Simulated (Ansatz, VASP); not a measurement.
**HfGaTe2AsHCl (1T-HfTe2 under H-GaAs-Cl chair, AA) in two plane-wave programs**

Aim: how closely do two programs agree when they are given the same cell, functional and k mesh? The cell is taken from a series of runs on this material, whose earlier steps may have relaxed, scaled, displaced or heated it; both programs get it as it stands.

Calculated with Ansatz 0.2.0; plane waves, with VASP 6.6.1 beside it; PBEsol with D3(BJ).

## (1) The starting structure

The cell holds 7 atoms: 2 Te, 1 Hf, 1 Cl, 1 As, 1 Ga and 1 H. Cell: a = 3.907 Å, b = 3.907 Å, c = 28.858 Å, α = 90.0°, β = 90.0°, γ = 120.0°. Vacuum lies along c.

As a file:

```xyz
7
Lattice="3.9070 0.0000 0.0000 -1.9535 3.3836 0.0000 0.0000 0.0000 28.8583" Properties=species:S:1:pos:R:3
Te    1.9535    1.1279    9.0000
Te    0.0000    2.2557   12.5195
Hf    0.0000    0.0000   10.7623
Cl    1.9535    1.1279   15.3156
As    1.9535    1.1279   17.4836
Ga    0.0000    2.2557   18.2994
H     0.0000    2.2557   19.8583
```

## (2) VASP: single point, PBEsol with D3(BJ)

A single point takes one fixed geometry, so differences don't come from the geometry; what else differs is listed under the comparison.

Lines of VASP's logs that name or quote its potential files are left out, and so is its time.

Contents of INCAR:

```
SYSTEM = HfGaTe2AsHCl
PREC = Accurate
ENCUT = 400
EDIFF = 1E-06
NELM = 120
ISMEAR = -1
SIGMA = 0.05
LREAL = .FALSE.
ALGO = Normal
GGA = PS
IVDW = 12
NBANDS = 31
LASPH = .TRUE.
LORBIT = 11
LWAVE = .FALSE.
LCHARG = .FALSE.
ISIF = 2
LDIPOL = .TRUE.
IDIPOL = 3
DIPOL = 0.5 0.5 0.514
LVHAR = .TRUE.
GGA_COMPAT = .FALSE.
NELMDL = -8
KPAR = 2
```

Contents of POSCAR:

```
HfGaTe2AsHCl
1.0
    3.9069962597      0.0000000000      0.0000000000
   -1.9534981299      3.3835580134      0.0000000000
    0.0000000000      0.0000000000     28.8583475502
Te Hf Cl As Ga H
2 1 1 1 1 1
Direct
    0.6666666667      0.3333333333      0.3118681686
    0.3333333333      0.6666666667      0.4338272961
    0.0000000000      0.0000000000      0.3729340293
    0.6666666667      0.3333333333      0.5307151793
    0.6666666667      0.3333333333      0.6058434641
    0.3333333333      0.6666666667      0.6341113949
    0.3333333333      0.6666666667      0.6881318314
```

Contents of KPOINTS:

```
Automatic mesh
0
Gamma
12 12 1
0 0 0
```

Potentials, in the order of the species: Te, Hf_pv, Cl, As, Ga_d and H (PBE family, release 64).

Command:

```bash
$ mpirun -np 2 vasp_std
```

Numbers of over 12 decimals in the logs are rounded to 6 here.

Output:

```text
[banner, memory and clock lines left out]
running    2 mpi-ranks, on    1 nodes
 distrk:  each k-point on    1 cores,    2 groups
 distr:  one band on    1 cores,    1 groups

 POSCAR found type information on POSCAR TeHfClAsGaH
 POSCAR found :  6 types and       7 ions
|                                                                             |
|               ----> ADVICE to this user running VASP <----                  |
|                                                                             |
|     You enforced a specific xc type in the INCAR file but a different       |
|     [... a line on the potential file left out ...]
|     I HOPE YOU KNOW WHAT YOU ARE DOING!                                     |
|                                                                             |

 LDA part: xc-table for (Slater+PW92), standard interpolation
 POSCAR, INCAR and KPOINTS ok, starting setup
 FFT: planning ... GRIDC
 FFT: planning ... GRID_SOFT
 FFT: planning ... GRID
 WAVECAR not read
 entering main loop
       N       E                     dE             d eps       ncg     rms          rms(c)
DAV:   1     0.303761484844E+03    0.30376E+03   -0.17583E+04  1346   0.107E+03
DAV:   2     0.129434979825E+01   -0.30247E+03   -0.29261E+03  1549   0.258E+02
DAV:   3    -0.338320493941E+02   -0.35126E+02   -0.34510E+02  1455   0.892E+01
DAV:   4    -0.355586701569E+02   -0.17266E+01   -0.17163E+01  1622   0.224E+01
DAV:   5    -0.356163609924E+02   -0.57691E-01   -0.57652E-01  1594   0.399E+00
DAV:   6    -0.356197805253E+02   -0.34195E-02   -0.34193E-02  1814   0.877E-01
DAV:   7    -0.356198424495E+02   -0.61924E-04   -0.61919E-04  1618   0.120E-01
DAV:   8    -0.356198443397E+02   -0.18903E-05   -0.18906E-05  1590   0.207E-02    0.453E+01
DAV:   9    -0.344439452548E+02    0.11759E+01   -0.24043E+00  1342   0.829E+00    0.301E+01
DAV:  10    -0.342792450662E+02    0.16470E+00   -0.20739E+00  1389   0.730E+00    0.495E+00
DAV:  11    -0.342208052527E+02    0.58440E-01   -0.27468E-01  1416   0.332E+00    0.113E+00
DAV:  12    -0.342127844654E+02    0.80208E-02   -0.51880E-02  1588   0.107E+00    0.886E-01
DAV:  13    -0.342127924972E+02   -0.80317E-05   -0.11028E-02  1477   0.523E-01    0.316E-01
DAV:  14    -0.342128202343E+02   -0.27737E-04   -0.76988E-04  1483   0.182E-01    0.985E-02
[...]
DAV:  22    -0.342132766064E+02   -0.43047E-04   -0.15358E-06  1063   0.368E-03    0.449E-03
DAV:  23    -0.342132938197E+02   -0.17213E-04   -0.75173E-07  1012   0.275E-03    0.150E-03
DAV:  24    -0.342132987944E+02   -0.49746E-05   -0.10935E-07   961   0.142E-03    0.826E-04
DAV:  25    -0.342133042742E+02   -0.54798E-05   -0.23394E-07   901   0.148E-03    0.615E-04
DAV:  26    -0.342133059745E+02   -0.17003E-05   -0.59998E-08   960   0.894E-04    0.320E-04
DAV:  27    -0.342133081988E+02   -0.22243E-05   -0.72811E-08   878   0.692E-04    0.439E-04
DAV:  28    -0.342133097382E+02   -0.15394E-05   -0.63052E-08   912   0.544E-04    0.633E-04
DAV:  29    -0.342133100623E+02   -0.32402E-06   -0.10970E-08   848   0.373E-04
   1 F= -.35787512E+02 E0= -.35783490E+02  d E =-.804448E-02
```

OUTCAR, selected parts (step 2):

```text
ion  position               nearest neighbor table
   1  0.667  0.333  0.312-   3 2.86   3 2.86   3 2.86
   2  0.333  0.667  0.434-   3 2.86   3 2.86   3 2.86
   3  0.000  0.000  0.373-   2 2.86   2 2.86   2 2.86   1 2.86   1 2.86   1 2.86
   4  0.667  0.333  0.531-   5 2.17
   5  0.667  0.333  0.606-   4 2.17   6 2.40   6 2.40   6 2.40
   6  0.333  0.667  0.634-   7 1.56   5 2.40   5 2.40   5 2.40
   7  0.333  0.667  0.688-   6 1.56

  LATTYP: Found a hexagonal cell.
 ALAT       =     3.9069962597
 C/A-ratio  =     7.3863258708

 Subroutine GETGRP returns: Found  6 space group operations
 (whereof  6 operations were pure point group operations)

The static configuration has the point symmetry C_3v.

 Found     19 irreducible k-points:

   k-points           NKPTS =     19   k-points in BZ     NKDIM =     19   number of bands    NBANDS=     31

   dimension x,y,z NGX =    28 NGY =   28 NGZ =  192
   dimension x,y,z NGXF=    56 NGYF=   56 NGZF=  384

   ENCUT  =  400.0 eV  29.40 Ry    5.42 a.u.   6.37  6.37 47.06*2*pi/ulx,y,z

   NELECT =      48.0000    total number of electrons

 k-points in reciprocal lattice and weights: Automatic mesh
   0.00000000  0.00000000  0.00000000       0.007
   0.08333333  0.00000000  0.00000000       0.042
   0.16666667  0.00000000  0.00000000       0.042
   0.25000000  0.00000000  0.00000000       0.042
   0.33333333  0.00000000  0.00000000       0.042
   0.41666667  0.00000000  0.00000000       0.042
   0.50000000  0.00000000  0.00000000       0.021
   0.08333333  0.08333333  0.00000000       0.042
   0.16666667  0.08333333  0.00000000       0.083
[...]
0.33333333  0.25000000  0.00000000       0.083
   0.33333333  0.33333333  0.00000000       0.014

 dipolmoment           0.000000      0.000000     -0.042875 electrons x Angstroem

 average (electrostatic) potential at core
       1 -94.2919       2 -94.3267       3 -43.4696       4 -97.3756       5 -56.1302
       6 -71.2171       7 -36.8586

 E-fermi :  -0.5638

 k-point     1 :       0.0000    0.0000    0.0000
  band No.  band energies     occupation
    ...
     18      -2.6029      2.00000
     19      -2.6029      2.00000
     20      -1.9043      2.00000
     21      -1.6259      2.00000
     22      -1.6259      2.00000
     23      -0.0991      0.00018
     24      -0.0991      0.00018
     25       0.1114      0.00000
     26       0.3865      0.00000
     27       0.3865      0.00000
    ...

 k-point     2 :       0.0833    0.0000    0.0000
  band No.  band energies     occupation
    ...
     20      -2.2264      2.00000
     21      -1.7525      2.00000
     22      -1.6722      2.00000
     23      -0.9506      1.99913
     24      -0.5198      0.58604
     25       0.3204      0.00000
     26       0.6340      0.00000
     27       0.8070      0.00000
     28       0.8569      0.00000
     29       1.2527      0.00000
    ...

 k-point     3 :       0.1667    0.0000    0.0000
  band No.  band energies     occupation
    ...
     20      -2.5363      2.00000
     21      -2.1676      2.00000
     22      -2.0452      2.00000
     23      -1.4856      2.00000
     24      -1.0230      1.99979
     25       0.1192      0.00000
     26       0.7897      0.00000
     27       1.2902      0.00000
     28       1.3507      0.00000
     29       1.4972      0.00000
    ...

 Edisp (eV)   -1.57420

  Total      -0.15138    -0.15138    -0.10910     0.00000     0.00000    -0.00000
  in kB      -0.63575    -0.63575    -0.45819     0.00000     0.00000    -0.00000
  external pressure =       -0.58 kB  Pullay stress =        0.00 kB

  energy-cutoff  :      400.00
  volume of cell :      381.49
      direct lattice vectors                 reciprocal lattice vectors
     3.906996260  0.000000000  0.000000000     0.255951102  0.147773438  0.000000000
    -1.953498130  3.383558013  0.000000000     0.000000000  0.295546876  0.000000000
     0.000000000  0.000000000 28.858347550     0.000000000  0.000000000  0.034652019

 POSITION                                       TOTAL-FORCE (eV/Angst)
 -----------------------------------------------------------------------------------
      1.95350      1.12785      9.00000        -0.000000     -0.000000      0.010921
     -0.00000      2.25571     12.51954        -0.000000     -0.000000     -0.014775
      0.00000      0.00000     10.76226        -0.000000     -0.000000      0.000520
      1.95350      1.12785     15.31556        -0.000000     -0.000000     -0.038899
      1.95350      1.12785     17.48364        -0.000000      0.000000      0.027939
     -0.00000      2.25571     18.29941         0.000000     -0.000000      0.038617
     -0.00000      2.25571     19.85835        -0.000000      0.000000     -0.024323
 -----------------------------------------------------------------------------------
    total drift:                               -0.000003      0.000001      0.001192

  FREE ENERGIE OF THE ION-ELECTRON SYSTEM (eV)
  ---------------------------------------------------
  free  energy   TOTEN  =       -35.7875117945 eV

  energy  without entropy=      -35.7794673183  energy(sigma->0) =      -35.78348956

 vacuum level on the upper side and lower side of the slab         3.655         4.242

 total charge
# of ion       s       p       d       tot
------------------------------------------
    1        1.374   2.051   0.033   3.458
    2        1.377   2.046   0.035   3.459
    3        0.307   6.422   1.488   8.217
    4        1.605   3.440   0.000   5.046
    5        1.212   1.544   0.068   2.824
    6        0.894   0.944   9.997  11.835
    7        0.517   0.010   0.000   0.526
--------------------------------------------------
tot          7.287  16.458  11.621  35.366

[... 3 further parts left out ...]
```

(Part 1 of 2 ends here.)

[Lines on the potential files, build, host, timing and source positions are cut from VASP's logs without a mark.]

[Logs are printed without paths, hosts, clocks, repeated set-up lines and the standing remarks that a program may print on its own settings, such as how far it seeks lower states.]

[Hosts, paths, dates, database ids (printed as entryN), source tags and the programs' standing remarks are cut or masked in the printed files.]
